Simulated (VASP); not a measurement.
Crystal: CdTe (e600).

```
Cd Te
1.0
     0.00000    3.20500    3.20500
     3.20500    0.00000    3.20500
     3.20500    3.20500    0.00000
Cd Te
1 1
Direct
  0.00000 0.00000 0.00000
  0.25000 0.25000 0.25000
```

- Program: VASP 6.6.1
- Task: relaxation of cell and atoms
- Functional: PBE
- Potentials or basis: VASP PAW PBE potentials, release 64 (Cd, Te)
- Cutoff: 600 eV
- k mesh: 8 × 8 × 8
- Occupations: gaussian, width 0.02 eV
- Spin: no spin polarisation

At the start: pressure 4.4 GPa; volume 32.92 Å³/atom.

**Question.** Where does the relaxation end?

**Answer.** Over 5 steps the energy falls by 42.0 meV/atom and the volume is 36.33 Å³/atom (+10.3 %); space group F-43m (No. 216, to 0.05 Å).

The path:
```
step  energy change (eV)  largest force (eV/Å)  pressure (GPa)  volume (Å³)
   1              0.0000                0.0000            4.35        65.84
   2             -0.0777                0.0000           -0.93        74.74
   3             -0.0840                0.0000            0.02        72.60
   4             -0.0839                0.0000           -0.04        72.74
   5             -0.0840                0.0000            0.00        72.66
```

Final structure:
```
CELL_PARAMETERS angstrom
0.00000 3.31192 3.31192
3.31192 0.00000 3.31192
3.31192 3.31192 0.00000
ATOMIC_POSITIONS crystal
Cd 0.00000 0.00000 0.00000
Te 0.25000 0.25000 0.25000
```

Caveat: the volume moved by +10 % from the deposited cell, more than functionals usually miss.
